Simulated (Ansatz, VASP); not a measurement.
# Y2CSO (Y2COS MXene monolayer): VASP beside Ansatz, part 2 of 2

Wanted: the spread between two codes on one cell, functional and k mesh. The structure shown is the start of the Ansatz relaxation below; VASP solves that cell, so the two are compared at the walk's first step.

VASP 6.6.1 and Ansatz 0.2.0.

So far: Set-up; Ansatz: relaxation, PBEsol with D3(BJ).

## Step 3: VASP: single point, PBEsol with D3(BJ), start cell

Level of this step: PBEsol with D3(BJ); plane waves and PAW (S, Y_sv, C, O) (VASP).

The same cell, functional, mesh and smearing now go to VASP, with its own data sets.

Lines of VASP's logs that name or quote its potential files are left out, and so is its time.

INCAR

```
SYSTEM = Y2CSO
PREC = Accurate
ENCUT = 520
EDIFF = 1E-06
NELM = 120
ISMEAR = -1
SIGMA = 0.05
LREAL = .FALSE.
ALGO = Normal
GGA = PS
IVDW = 12
NBANDS = 25
LASPH = .TRUE.
LORBIT = 11
LWAVE = .FALSE.
LCHARG = .FALSE.
ISIF = 2
LDIPOL = .TRUE.
IDIPOL = 3
DIPOL = 0.5 0.5 0.505
LVHAR = .TRUE.
GGA_COMPAT = .FALSE.
NELMDL = -8
KPAR = 2
```

POSCAR

```
Y2CSO
1.0
    3.4777600000      0.0000000000      0.0000000000
   -1.7388800000      3.0118290000      0.0000000000
    0.0000000000      0.0000000000     42.7972200000
S Y C O
1 2 1 1
Direct
    0.3333333333      0.6666666667      0.4311027679
    0.6666666667      0.3333333333      0.4753503148
    0.3333333333      0.6666666667      0.5394774474
    0.0000000000      0.0000000000      0.5074138928
    0.6666666667      0.3333333333      0.5688972321
```

KPOINTS

```
Automatic mesh
0
Gamma
12 12 1
0 0 0
```

PAW data sets: S, Y_sv, C and O (PBE family, release 64).

Command:

```
$ mpirun -np 2 vasp_std
```

Numbers of over 12 decimals in the logs are rounded to 6 here.

Output:

```text
[banner, memory and clock lines left out]
running    2 mpi-ranks, on    1 nodes
 distrk:  each k-point on    1 cores,    2 groups
 distr:  one band on    1 cores,    1 groups

 POSCAR found type information on POSCAR S Y C O
 POSCAR found :  4 types and       5 ions
|                                                                             |
|               ----> ADVICE to this user running VASP <----                  |
|                                                                             |
|     You enforced a specific xc type in the INCAR file but a different       |
|     [... a line on the potential file left out ...]
|     I HOPE YOU KNOW WHAT YOU ARE DOING!                                     |
|                                                                             |

 LDA part: xc-table for (Slater+PW92), standard interpolation
 POSCAR, INCAR and KPOINTS ok, starting setup
 FFT: planning ... GRIDC
 FFT: planning ... GRID_SOFT
 FFT: planning ... GRID
 WAVECAR not read
 entering main loop
       N       E                     dE             d eps       ncg     rms          rms(c)
DAV:   1     0.257971261401E+03    0.25797E+03   -0.16898E+04  1238   0.116E+03
DAV:   2    -0.425536681141E+01   -0.26223E+03   -0.25681E+03  1345   0.265E+02
DAV:   3    -0.427582779890E+02   -0.38503E+02   -0.38088E+02  1418   0.851E+01
DAV:   4    -0.449675966914E+02   -0.22093E+01   -0.22019E+01  1482   0.212E+01
DAV:   5    -0.450382444194E+02   -0.70648E-01   -0.70628E-01  1452   0.345E+00
DAV:   6    -0.450403787391E+02   -0.21343E-02   -0.21342E-02  1524   0.610E-01
DAV:   7    -0.450404225306E+02   -0.43791E-04   -0.43791E-04  1404   0.936E-02
DAV:   8    -0.450404240966E+02   -0.15660E-05   -0.15668E-05  1588   0.161E-02    0.556E+01
DAV:   9    -0.537689019378E+02   -0.87285E+01   -0.18397E+02  1258   0.540E+01    0.478E+01
DAV:  10    -0.722354406287E+02   -0.18467E+02   -0.10512E+03  1557   0.654E+01    0.418E+01
DAV:  11    -0.548326722817E+02    0.17403E+02   -0.57512E+02  1407   0.478E+01    0.225E+01
DAV:  12    -0.437883345607E+02    0.11044E+02   -0.55972E+01  1211   0.325E+01    0.154E+01
DAV:  13    -0.424675875271E+02    0.13207E+01   -0.15647E+01  1339   0.134E+01    0.121E+01
DAV:  14    -0.422235296990E+02    0.24406E+00   -0.65719E-01  1315   0.380E+00    0.116E+01
[...]
DAV:  58    -0.374837641243E+02    0.66947E-04   -0.62115E-05  1027   0.365E-02    0.198E-01
DAV:  59    -0.374837451367E+02    0.18988E-04   -0.12388E-04  1298   0.409E-02    0.169E-01
DAV:  60    -0.374837002606E+02    0.44876E-04   -0.32939E-05  1156   0.294E-02    0.127E-01
DAV:  61    -0.374836823021E+02    0.17959E-04   -0.13322E-05  1244   0.178E-02    0.102E-01
DAV:  62    -0.374836652159E+02    0.17086E-04   -0.18437E-05  1011   0.203E-02    0.734E-02
DAV:  63    -0.374836508341E+02    0.14382E-04   -0.18109E-05  1131   0.201E-02    0.477E-02
DAV:  64    -0.374836423641E+02    0.84699E-05   -0.15359E-05  1099   0.187E-02    0.293E-02
DAV:  65    -0.374836415328E+02    0.83131E-06   -0.45133E-06  1001   0.121E-02
   1 F= -.38451888E+02 E0= -.38429147E+02  d E =-.454828E-01
```

From OUTCAR (step 3):

```text
ion  position               nearest neighbor table
   1  0.333  0.667  0.431-   2 2.76   2 2.76   2 2.76
   2  0.667  0.333  0.475-   4 2.43   4 2.43   4 2.43   1 2.76   1 2.76   1 2.76   3 3.40   3 3.40
                             3 3.40
   3  0.333  0.667  0.539-   5 2.37   5 2.37   5 2.37   4 2.43   4 2.43   4 2.43   2 3.40   2 3.40
                             2 3.40
   4  0.000  0.000  0.507-   3 2.43   3 2.43   3 2.43   2 2.43   2 2.43   2 2.43
   5  0.667  0.333  0.569-   3 2.37   3 2.37   3 2.37

  LATTYP: Found a hexagonal cell.
 ALAT       =     3.4777600000
 C/A-ratio  =    12.3059728101

 Subroutine GETGRP returns: Found  6 space group operations
 (whereof  6 operations were pure point group operations)

The static configuration has the point symmetry C_3v.

 Found     19 irreducible k-points:

   k-points           NKPTS =     19   k-points in BZ     NKDIM =     19   number of bands    NBANDS=     25

   dimension x,y,z NGX =    28 NGY =   28 NGZ =  320
   dimension x,y,z NGXF=    56 NGYF=   56 NGZF=  640

   ENCUT  =  520.0 eV  38.22 Ry    6.18 a.u.   6.47  6.47 79.57*2*pi/ulx,y,z

   NELECT =      38.0000    total number of electrons

 k-points in reciprocal lattice and weights: Automatic mesh
   0.00000000  0.00000000  0.00000000       0.007
   0.08333333  0.00000000  0.00000000       0.042
   0.16666667  0.00000000  0.00000000       0.042
   0.25000000  0.00000000  0.00000000       0.042
   0.33333333  0.00000000  0.00000000       0.042
   0.41666667  0.00000000  0.00000000       0.042
   0.50000000  0.00000000  0.00000000       0.021
   0.08333333  0.08333333  0.00000000       0.042
   0.16666667  0.08333333  0.00000000       0.083
[...]
0.33333333  0.25000000  0.00000000       0.083
   0.33333333  0.33333333  0.00000000       0.014

 dipolmoment           0.000000      0.000000      0.085779 electrons x Angstroem

 average (electrostatic) potential at core
       1 -96.0468       2 -43.8182       3 -43.3368       4 -58.6638       5 -78.8632

 E-fermi :  -5.7231

 k-point     1 :       0.0000    0.0000    0.0000
  band No.  band energies     occupation
    ...
     14      -7.0526      2.00000
     15      -7.0526      2.00000
     16      -5.8911      1.93282
     17      -5.8911      1.93282
     18      -5.7335      1.10376
     19      -4.7470      0.00000
     20      -4.7470      0.00000
     21      -2.1071      0.00000
     22      -1.7675      0.00000
     23      -1.7675      0.00000
    ...

 k-point     2 :       0.0833    0.0000    0.0000
  band No.  band energies     occupation
    ...
     13      -7.3669      2.00000
     14      -7.0111      2.00000
     15      -6.8971      2.00000
     16      -6.1307      1.99942
     17      -5.8989      1.94232
     18      -5.5827      0.11372
     19      -5.1501      0.00002
     20      -4.8667      0.00000
     21      -2.2182      0.00000
     22      -1.8039      0.00000
    ...

 k-point     3 :       0.1667    0.0000    0.0000
  band No.  band energies     occupation
    ...
     14      -7.0011      2.00000
     15      -6.9132      2.00000
     16      -6.3083      1.99998
     17      -5.9711      1.98609
     18      -5.9366      1.97242
     19      -5.5506      0.06150
     20      -5.1147      0.00001
     21      -2.7336      0.00000
     22      -1.6058      0.00000
     23      -1.1864      0.00000
    ...

 Edisp (eV)   -0.96825

  Total       0.78678     0.78678    -1.59406    -0.00000     0.00000     0.00000
  in kB       2.81200     2.81201    -5.69730    -0.00000     0.00000     0.00000
  external pressure =       -0.02 kB  Pullay stress =        0.00 kB

  energy-cutoff  :      520.00
  volume of cell :      448.28
      direct lattice vectors                 reciprocal lattice vectors
     3.477760000  0.000000000  0.000000000     0.287541406  0.166012081  0.000000000
    -1.738880000  3.011829000  0.000000000     0.000000000  0.332024162  0.000000000
     0.000000000  0.000000000 42.797220000     0.000000000  0.000000000  0.023366004

 POSITION                                       TOTAL-FORCE (eV/Angst)
 -----------------------------------------------------------------------------------
     -0.00000      2.00789     18.45000         0.000000     -0.000000      0.892050
      1.73888      1.00394     20.34367         0.000000      0.000000     -1.733905
     -0.00000      2.00789     23.08814         0.000000      0.000000      5.387319
      0.00000      0.00000     21.71590         0.000000      0.000000     -1.348443
      1.73888      1.00394     24.34722        -0.000000     -0.000000     -3.197021
 -----------------------------------------------------------------------------------
    total drift:                               -0.000001     -0.000008     -0.001304

  FREE ENERGIE OF THE ION-ELECTRON SYSTEM (eV)
  ---------------------------------------------------
  free  energy   TOTEN  =       -38.4518881263 eV

  energy  without entropy=      -38.4064053189  energy(sigma->0) =      -38.42914672

 vacuum level on the upper side and lower side of the slab         2.660         1.179

 total charge
# of ion       s       p       d       f       tot
--------------------------------------------------
    1        1.366   2.246   0.000   0.000   3.611
    2        2.221   6.533   1.182   0.064  10.000
    3        2.205   6.526   1.105   0.086   9.922
    4        0.905   1.414   0.000   0.000   2.319
    5        1.577   3.265   0.000   0.000   4.842
--------------------------------------------------
tot          8.273  19.983   2.287   0.151  30.694

[... 3 further parts left out ...]
```

## Step 4: Side by side

Known differences besides the potentials themselves: Ansatz cuts the interaction across the vacuum, VASP repeats the sheet with a dipole correction; the cutoff is 420 eV in Ansatz and 520 eV in VASP; Ansatz makes its cores anew for this functional, VASP keeps those of its PBE data sets. Total energies have different zeros and are not compared.

Forces (eV/Å; atoms numbered as in POSCAR):

| atom | Ansatz x, y, z | VASP x, y, z |
| --- | --- | --- |
| S1 | 0.000, 0.000, 0.888 | 0.000, 0.000, 0.892 |
| Y2 | 0.000, 0.000, -1.732 | 0.000, 0.000, -1.734 |
| Y3 | 0.000, 0.000, 5.402 | 0.000, 0.000, 5.387 |
| C4 | 0.000, 0.000, -1.353 | 0.000, 0.000, -1.348 |
| O5 | 0.000, 0.000, -3.204 | 0.000, 0.000, -3.197 |

The forces differ by 4.4 meV/Å r.m.s., which is 0.3 % of the r.m.s. force of 1.729 eV/Å (both taken over all components). VASP's last cycles still show a density residual of 3e-03, so its state may not be settled. With vacuum in the cell, a pressure given here is an average over mostly empty space and none of the material.

## Step 5: Outcome

```yaml
r_m_s_force_difference_single_point_pbesol_with_d3_bj_start_cell: 0.26 % of the r.m.s. force
```

**Reading.** The r.m.s. force difference is 0.26 % of the r.m.s. force (single point, PBEsol with D3(BJ), start cell), within the 3 % picked in this series as the mark of a large difference. Such differences can come from data sets, numerical settings and the points named under the comparisons, not from the functional's error against experiment.

[Lines on the potential files, build, host, timing and source positions are cut from VASP's logs without a mark.]

[Logs are printed without paths, hosts, clocks, repeated set-up lines and the standing remarks that a program may print on its own settings, such as how far it seeks lower states.]

[Hosts, paths, dates, database ids (printed as entryN), source tags and the programs' standing remarks are cut or masked in the printed files.]
